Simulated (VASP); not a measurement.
The system is HfN.

```xyz
2
Lattice="0.0000 2.2559 2.2559 2.2559 0.0000 2.2559 2.2559 2.2559 0.0000" Properties=species:S:1:pos:R:3 pbc="T T T"
Hf    0.0000    0.0000    0.0000
N     2.2559    2.2559    2.2559
```

The cell is a database's computed one.

| Item | Value |
| --- | --- |
| Program | VASP 6.6.1 |
| Task | relaxation of cell and atoms |
| Functional | PBE |
| Potentials or basis | VASP PAW PBE potentials, release 64 (Hf_pv, N) |
| Cutoff | 600 eV |
| k mesh | 17 × 17 × 17 |
| Occupations | methfessel-paxton, width 0.1 eV |
| Spin | no spin polarisation |

At the start: pressure 4.1 GPa; volume 11.48 Å³/atom.

Task: How do energy, volume and symmetry change on relaxing?

Result: Over 3 steps the energy falls by 2.2 meV/atom and the volume is 11.65 Å³/atom (+1.5 %); space group Fm-3m (No. 225, to 0.05 Å).

The path:
| step | energy change (eV) | largest force (eV/Å) | pressure (GPa) | volume (Å³) |
| --- | --- | --- | --- | --- |
| 1 | 0.0000 | 0.0000 | 4.11 | 22.96 |
| 2 | 0.0103 | 0.0000 | -7.02 | 23.95 |
| 3 | -0.0043 | 0.0000 | -0.02 | 23.30 |

Final structure:
```cif
data_structure
_symmetry_space_group_name_H-M 'P 1'
_symmetry_Int_Tables_number 1
_cell_length_a 3.2061
_cell_length_b 3.2061
_cell_length_c 3.2061
_cell_angle_alpha 60.000
_cell_angle_beta 60.000
_cell_angle_gamma 60.000
_cell_volume 23.30
loop_
_atom_site_label
_atom_site_type_symbol
_atom_site_fract_x
_atom_site_fract_y
_atom_site_fract_z
_atom_site_occupancy
Hf1 Hf 0.00000 0.00000 0.00000 1
N1 N 0.50000 0.50000 0.50000 1
```
